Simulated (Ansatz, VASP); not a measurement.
# Cross-check of CuO (Tenorite) between VASP and Ansatz, part 2 of 2

One calculation is typed for both programs; each brings its own data sets and cutoff. How far apart do they land?  The cell comes out of the VASP series on this material, whose earlier steps may have relaxed, scaled or displaced it; both programs get it as it stands.

VASP 6.6.1 and Ansatz 0.2.0.

So far: Starting point; VASP: band structure, HSE06.

## Step 3: Ansatz: band structure, HSE06

Level of this step: Ansatz beside VASP: Kohn-Sham DFT, plane waves, HSE06 (Ansatz).

Ansatz runs on its default PAW (the set named soft_2) files.

The same cell, functional, mesh and smearing now go to Ansatz, which takes its cutoff from its data sets.

input.yaml reads:

```yaml
crystal:
  lattice:
    - [2.0801815145, -2.0296427258, 0.1567557899]
    - [2.0801815145, 2.0296427258, 0.1567557899]
    - [-0.4112058738, 0.0, 5.1405422971]
  atoms:
    - { symbol: Cu, position: [0.0, 0.5, 0.0] }
    - { symbol: Cu, position: [0.5, 0.0, 0.5] }
    - { symbol: O, position: [0.5015344631, 0.4984655369, 0.25] }
    - { symbol: O, position: [0.4984655369, 0.5015344631, 0.75] }
hamiltonian:
  xc: { exchange: pbe, correlation: pbe, exx: { coeff: 0.25, omega: 0.2 } }
  pseudopotentials: { kind: paw }
kpoints:
  mp_grid: { grid: [5, 5, 3] }
  band_path:
    path:
      - [0.0, 0.0, 0.0]
      - [-0.5, -0.5, 0.0]
      - [-0.50074, -0.50074, 0.39545]
      - [-0.50018, -0.50018, 0.49886]
      - [-0.50853, -0.49147, 0.5]
      - [-0.29147, 0.29147, 0.5]
      - [-0.19963, -0.19963, 0.50227]
      - [-0.50267, -0.49733, 0.0]
      - [-0.48666, 0.48666, 0.0]
      - [0.0, 0.0, 0.0]
      - [-0.5, 0.0, 0.0]
      - [0.0, 0.0, 0.0]
    npoints: 1
scf:
  occupations: { method: gaussian, width: 0.05 }
  n_extra_bands: 8
output:
  forces: true
  stress: true
  eigenvalues: true
  write_density: true
  write_potential: true
  elf: true
  volumetric_format: npy
```

Started as:

```console
> ansatz run input.yaml --threads 4 --pin off --max-ram 9216MiB --backend cpu --events-out ev --progress --plain --runs-dir out
```

Numbers of over 12 decimals in the logs are rounded to 6 here.

Output:

```text
Warning: output.stress: scf.convergence.dr2_threshold = 1e-7 eV (the SCF's general default) is looser than the 4e-10 eV advised for a printed stress (1e-10 eV for each atom of the cell: 4). What an SCF threshold leaves in a stress goes as its square root, and in the free energy as the threshold itself, and one threshold admits the most on a small cell: [figures from the program's tests cut] Set scf.convergence.dr2_threshold to 4e-10 eV or tighter. The threshold is an SCF's pass mark: one that does not reach it within its budget of iterations ends unconverged, or closes short of it on a stop that the run arms, and scf.convergence.dr2_threshold's page says what that costs each kind of run
Warning: output.stress: scf.exx.energy_threshold = 1e-6 eV is looser than the 4e-8 eV advised for a stress under a hybrid functional (1e-8 eV for each atom of the cell: 4). Every SCF of the exchange loop can meet its threshold on dr2 while the loop round them stops early: no threshold on dr2 bounds what that leaves in the stress. Set scf.exx.energy_threshold to 4e-8 eV or tighter. The threshold is the loop's pass mark: a loop that does not reach it within its budget of cycles ends unconverged, and scf.exx.energy_threshold's page has the law
scf.n_extra_bands = 8 over 25 filled bands (N_el = 50.0): the run solves 33 bands
Engine: ansatz 0.2.0, aarch64-unknown-linux-gnu
Pseudopotentials: kind: paw
Pseudopotential: Cu, paw, valence charge 19, recommended cutoff 420 eV (normal), Cu.paw.azcp
Pseudopotential: O, paw, valence charge 6, recommended cutoff 420 eV (normal), O.paw.azcp
Functional definition: unnamed
  parameter a_1 = 0.25
  parameter omega_1 = 0.2/angstrom
  exchange = pbe_x + (-a_1)*pbe_x_sr(omega_1) + a_1*exact_x_sr(omega_1)
  correlation = pbe_c
Crystal: 4 atoms, lattice volume = 43.669 Å³
Basis set: ecut = 420 eV, 833 PW (Γ), exchange–correlation on 40×40×72 points (8 copies of the dense FFT grid, shifted against one another)
Bands: 33, of which v1, the nominal top of the filled ones, is band 25 counted from 1 (24 counted from 0)
Symmetry: 4 space group operations
Space group: C2/c (ITA 15), of the structure as read, at distance tolerance 3.5e-5 Å
k-points: 24 of 75
Non-local potential: Cu, projectors of the file, l = 0: 3, l = 1: 2, l = 2: 3, l = 3: 1
Non-local potential: O, projectors of the file, l = 0: 2, l = 1: 2, l = 2: 1
PAW form: soft (Blöchl's): semilocal exchange-correlation on the pseudo side does not see the compensation charge
PAW frozen core: Cu, regenerated for the run's functional, and the local potential with it (the file was generated under x = pbe(κ = 0.804, μ = 0.219515), c = pbe(β = 0.066725))
PAW frozen core: O, regenerated for the run's functional, and the local potential with it (the file was generated under x = pbe(κ = 0.804, μ = 0.219515), c = pbe(β = 0.066725))
PAW one-centre angular grid: Cu, 590 points (default); XC on 64 Gauss nodes
PAW one-centre angular grid: O, 110 points (default); XC on 96 Gauss nodes
Initial density: superposition of atomic densities (neutral atoms: chi_scale 0, normalization atom), corrected by the library's trained network
Initial wavefunctions: pseudopotential atomic-orbital guess
Functional: x = pbe(κ = 0.804, μ = 0.219515), c = pbe(β = 0.066725), warm-up for x = pbe(κ = 0.804, μ = 0.219515) + 0.25 (exact − pbe) at short range (hse, ω = 0.2 Å⁻¹), c = pbe(β = 0.066725)
SCF iter   1: F=—  HF=-14382.565633 eV  |F-HF|=—  |Δ(HF+E_count)|=         —  Δρ=3.15e-3  dr2=2.53e-3  ethr=1.77e-3  ⟨swp⟩=10.1  Hψ=3599  notcnv=0
preconditioner: auto → none  [insulator: Δε(μ)=0.223 eV  Ē_g=13.891 eV  σ=0.050 eV  W_gap=0.79  n_scr=16 (ndim 8)  ℏωp=32.8 eV  f_vac=0.041  D(μ)=3.63/eV (n_scr^D=40)]
SCF iter   2: F=—  HF=-14382.566317 eV  |F-HF|=—  |Δ(HF+E_count)|=   6.84e-4  Δρ=3.28e-3  dr2=3.08e-3  ethr=5.07e-6  ⟨swp⟩=4.2  Hψ=2103  notcnv=0  defer=13
SCF iter   3: F=—  HF=-14382.566014 eV  |F-HF|=—  |Δ(HF+E_count)|=   3.02e-4  Δρ=1.77e-3  dr2=8.77e-4  ethr=5.07e-6  ⟨swp⟩=3.2  Hψ=1728  notcnv=0  defer=5
iter 4 solved again at ethr=8.60e-8 eV; its pass at ethr=1.75e-6 eV (dr2=4.30e-5 eV) is discarded
SCF iter   4: F=—  HF=-14382.565918 eV  |F-HF|=—  |Δ(HF+E_count)|=   9.68e-5  Δρ=4.58e-4  dr2=4.30e-5  ethr=8.60e-8  ⟨swp⟩=2.9  Hψ=3057  notcnv=0
SCF iter   5: F=—  HF=-14382.565940 eV  |F-HF|=—  |Δ(HF+E_count)|=   2.19e-5  Δρ=1.15e-4  dr2=2.41e-6  ethr=8.60e-8  ⟨swp⟩=3.0  Hψ=1451  notcnv=0
SCF iter   6: F=—  HF=-14382.565943 eV  |F-HF|=—  |Δ(HF+E_count)|=   3.51e-6  Δρ=1.46e-5  dr2=1.87e-8  ethr=4.83e-9  ⟨swp⟩=3.3  Hψ=1827  notcnv=0  defer=1
SCF iter   7: F=—  HF=-14382.565943 eV  |F-HF|=—  |Δ(HF+E_count)|=   1.10e-7  Δρ=7.34e-6  dr2=9.60e-9  ethr=3.75e-11  ⟨swp⟩=4.0  Hψ=2151  notcnv=0  defer=1
SCF iter   8: F=—  HF=-14382.565943 eV  |F-HF|=—  |Δ(HF+E_count)|=   8.13e-9  Δρ=2.16e-6  dr2=8.19e-10  ethr=1.92e-11  ⟨swp⟩=3.0  Hψ=1524  notcnv=0
SCF iter   9: F=-14382.565943 eV  HF=-14382.565943 eV  |F-HF|=0.00e0  |Δ(HF+E_count)|=  1.64e-11  Δρ=4.40e-7  dr2=2.99e-11  ethr=1.65e-12 (applied; sched 1.64e-12)  ⟨swp⟩=3.5  Hψ=1696  notcnv=0
SCF 1 converged in 9 iterations: F = -14382.565943 eV  dr2 = 2.99e-11
  greatest PAW one-centre occupation: 1.000 electrons in one spin orbital (limit 2), on the Cu atom at site 1 (counted from 0), in its partial waves of l = 0
[...]
greatest PAW one-centre occupation: 1.000 electrons in one spin orbital (limit 2), on the Cu atom at site 0 (counted from 0), in its partial waves of l = 0
hybrid outer 1: dexx = +3.614e-2 eV, tail = 1.69e-4 eV
Exchange kernel: α = 0.2500, screened, ω = 0.2000 Å⁻¹, Wigner–Seitz truncation, v(0) = 1102.2014 eV·Å³, q-mesh 5×5×3, nearest image of the exchange supercell L = 14.55 Å, pair-density grid 20×20×30, without the augmentation charges, whose exchange is taken in its separable form by FFT convolution over the k-point mesh (sized by the pseudopotential files, 20×20×36 at the most), smooth part of the exact exchange by density-matrix convolution
Frozen-core exchange: fock
[...]
preconditioner: auto → none  [insulator: Δε(μ)=0.287 eV  Ē_g=16.384 eV  σ=0.050 eV  W_gap=0.60  n_scr=16 (ndim 8)  ℏωp=32.8 eV  f_vac=0.064  D(μ)=2.97/eV (n_scr^D=36)]
SCF iter   2: F=—  HF=-14379.264837 eV  |F-HF|=—  |Δ(HF+E_count)|=   8.57e-6  Δρ=1.49e-4  dr2=7.80e-6  ethr=5.87e-9  ⟨swp⟩=4.1  Hψ=2481  notcnv=0  defer=1
SCF iter   3: F=—  HF=-14379.264838 eV  |F-HF|=—  |Δ(HF+E_count)|=   1.10e-6  Δρ=8.12e-5  dr2=1.73e-6  ethr=5.87e-9  ⟨swp⟩=4.0  Hψ=1760  notcnv=0  defer=2
SCF iter   4: F=—  HF=-14379.264839 eV  |F-HF|=—  |Δ(HF+E_count)|=   1.70e-6  Δρ=5.73e-5  dr2=8.74e-7  ethr=1.96e-9  ⟨swp⟩=3.5  Hψ=1702  notcnv=0  defer=4
SCF iter   5: F=—  HF=-14379.264839 eV  |F-HF|=—  |Δ(HF+E_count)|=   1.85e-7  Δρ=1.10e-5  dr2=3.13e-8  ethr=1.69e-9  ⟨swp⟩=3.2  Hψ=1675  notcnv=0  defer=3
SCF iter   6: F=—  HF=-14379.264839 eV  |F-HF|=—  |Δ(HF+E_count)|=   6.64e-9  Δρ=4.04e-6  dr2=5.32e-9  ethr=5.78e-11  ⟨swp⟩=4.0  Hψ=1994  notcnv=0  defer=6
SCF iter   7: F=-14379.264839 eV  HF=-14379.264839 eV  |F-HF|=2.33e-10  |Δ(HF+E_count)|=   1.25e-9  Δρ=8.63e-7  dr2=2.10e-10  ethr=9.80e-12  ⟨swp⟩=3.6  Hψ=1693  notcnv=0  defer=7
SCF 3 converged in 7 iterations: F = -14379.264839 eV  dr2 = 2.10e-10
  Residual-converged pass: ⟨swp⟩=3.8  Hψ=2040  notcnv=0  max |occ|·‖R‖ = 2.7e-7 eV (tolerance 2.7e-7 eV)  dr2=2.22e-10  dr2_onsite=9.16e-11  max |Δocc| = 4.8e-13
hybrid outer 2: dexx = +2.835e-5 eV, tail = 1.69e-7 eV, Δε = 8.82e-3 eV (about 4.80e-4 eV left of the loop's levels), ΔF = 2.41e-3 eV/Å (tail 1.16e-3)
Exchange kernel: α = 0.2500, screened, ω = 0.2000 Å⁻¹, Wigner–Seitz truncation, v(0) = 1102.2014 eV·Å³, q-mesh 5×5×3, nearest image of the exchange supercell L = 14.55 Å, pair-density grid 20×20×30, without the augmentation charges, whose exchange is taken in its separable form by FFT convolution over the k-point mesh (sized by the pseudopotential files, 20×20×36 at the most), smooth part of the exact exchange by density-matrix convolution
Frozen-core exchange: fock
SCF iter   1: F=—  HF=-14379.264840 eV  |F-HF|=—  |Δ(HF+E_count)|=         —  Δρ=5.82e-6  dr2=1.17e-8  ethr=1.69e-9  ⟨swp⟩=6.0  Hψ=1800  notcnv=0
preconditioner: auto → none  [insulator: Δε(μ)=0.282 eV  Ē_g=16.384 eV  σ=0.050 eV  W_gap=0.57  n_scr=16 (ndim 8)  ℏωp=32.8 eV  f_vac=0.064  D(μ)=2.83/eV (n_scr^D=36)]
SCF iter   2: F=—  HF=-14379.264840 eV  |F-HF|=—  |Δ(HF+E_count)|=   1.50e-8  Δρ=5.63e-6  dr2=8.69e-9  ethr=1.19e-11  ⟨swp⟩=4.2  Hψ=2239  notcnv=0  defer=3
SCF iter   3: F=—  HF=-14379.264840 eV  |F-HF|=—  |Δ(HF+E_count)|=   4.54e-9  Δρ=5.47e-6  dr2=8.42e-9  ethr=1.19e-11  ⟨swp⟩=4.0  Hψ=1815  notcnv=0  defer=3
SCF iter   4: F=-14379.264840 eV  HF=-14379.264840 eV  |F-HF|=2.09e-10  |Δ(HF+E_count)|=  1.46e-10  Δρ=1.22e-6  dr2=1.90e-10  ethr=1.19e-11  ⟨swp⟩=3.3  Hψ=1699  notcnv=0  defer=5
SCF 4 converged in 4 iterations: F = -14379.264840 eV  dr2 = 1.90e-10
  Residual-converged pass: ⟨swp⟩=3.7  Hψ=2023  notcnv=0  max |occ|·‖R‖ = 2.6e-7 eV (tolerance 2.7e-7 eV)  dr2=1.82e-10  dr2_onsite=2.11e-10  max |Δocc| = 7.7e-13
hybrid outer 3: dexx = +6.107e-8 eV, tail = 1.08e-9 eV, Δε = 3.53e-4 eV (about 4.77e-5 eV left of the loop's levels), ΔF = 3.36e-4 eV/Å (tail 7.12e-5)
NSCF: frozen V_eff on 12 k-points
hybrid SCF converged: 3 outer / 17 inner (+9 warm-up), last move |dexx| = 6.11e-8 eV, tail = 1.08e-9 eV
Stability not checked: this state was not tested for a lower state beside it, because the functional holds exact exchange (a hybrid, or Hartree-Fock), whose exchange loop this test does not read (fock_operator; see scf.lower_state_search)
Free energy (F): -14379.264840 eV
Frozen-core exchange: fock
Harris-Foulkes:  -14379.264840 eV  (|F-HF|=2.09e-10)
Internal energy: -14379.261315 eV  (E = F + TS)
E sigma→0 (E₀):  -14379.263078 eV
Entropy (-TS):   -0.003525 eV (-0.881 meV/atom)
Fermi energy:    10.875241 eV
--- Per-component energies (eV) ---
  E_band       = -1062.722214
  E_kinetic    = 944.284089
  E_local      = -10131.155701  (includes V_loc(G=0)·N_el)
  E_nonlocal   = 888.715206
  E_hartree    = 4403.629194
  E_xc         = -258.777478
  E_vxc        = -329.336973  (∫ρ·V_xc dr)
  E_exx        = -255.712509  (= α·E_x^exact, valence–valence)
  E_paw        = -3455.104946  (= ΣΔE_a)
  E_vpaw       = -731.067052  (= ΣTr[D̂ρ^β])
  E_aug_tail   = 0.005528  (compensation charges beyond the density's cutoff)
  E_ewald      = -6514.640750
  E_core_change = -0.503947  (= ΣΔE_core)
  E_smearing   = -0.003525  (= −TS)
  E_closure    = -0.000002  (closes the sum)
  Σ components = -14379.264840   (vs F -14379.264840, Δ=-1.82e-12)
--- Forces (eV/Å), atoms counted from 1 ---
  atom   1  Cu     0.00000000     0.00000000     0.00000000
  atom   2  Cu    -0.00000000     0.00000000     0.00000000
  atom   3  O      0.00000000    -0.01445586     0.00000000
  atom   4  O     -0.00000000     0.01445586    -0.00000000
  max |Σ_I F_I| component: 5.05e-29 eV/Å
--- Stress (GPa, compression-positive) ---
       -1.154513      -0.000000      -0.078836
       -0.000000      -0.873649       0.000000
       -0.078830       0.000000      -2.359557
  P = ⅓ Tr σ = -1.4626 GPa (-14.626 kbar)
--- Band table (eV; the first three rows and the last of 24) ---
  k-point 0: bands = [... 21 lower, 6.7464, 7.2077, 7.4687, 11.4723, 11.5646, 12.8887, 17.7406, 19.3835, ... 4 higher]
  k-point 1: bands = [... 21 lower, 7.0229, 7.7166, 7.7472, 11.0658, 11.1227, 14.1128, 16.0536, 21.8948, ... 4 higher]
  k-point 2: bands = [... 21 lower, 7.2727, 7.4036, 7.5887, 10.9515, 11.4684, 14.1176, 18.1612, 19.1389, ... 4 higher]
  k-point 23: bands = [... 21 lower, 7.1979, 7.7737, 7.9278, 9.4886, 11.0755, 15.1636, 16.7777, 22.4414, ... 4 higher]
```

Elapsed: 31 s, on 4 threads of Arm Neoverse V2, shared host; peak memory 0.99 GiB.

## Step 4: Side by side

Known differences besides the PAW data sets themselves: exact exchange at q = 0 is treated differently, which shows on coarse meshes; VASP keeps PBE cores, Ansatz makes them for the functional; the data sets hold 50 valence electrons in Ansatz (default PAW (the set named soft_2) files) and 34 in VASP; the cutoff is 420 eV in Ansatz and 520 eV in VASP; VASP takes a coarser grid for exact exchange (PRECFOCK = Fast). Total energies have different zeros and are not compared.

At this near-relaxed geometry the largest component of a force difference is 4 meV/Å. Levels from 3 eV below to 2 eV above the Fermi level differ by 7 meV r.m.s. and 15 meV at most; each VASP level is matched to the nearest of Ansatz, which flatters the figure a little.

## Step 5: Results

```
r.m.s. difference of levels near the Fermi level (band structure, HSE06) : 6.6 meV
```

What this shows: The r.m.s. difference of levels near the Fermi level is 6.6 meV (band structure, HSE06), within the 80 meV picked in this series as the mark of a large difference. How closely two codes agree says nothing of how well the functional describes the real material.

[Lines on the potential files, build, host, timing and source positions are cut from VASP's logs without a mark.]

[Logs are printed without paths, hosts, clocks, repeated set-up lines and the standing remarks that a program may print on its own settings, such as how far it seeks lower states.]

[Hosts, paths, dates, database ids (printed as entryN), source tags and the programs' standing remarks are cut or masked in the printed files.]
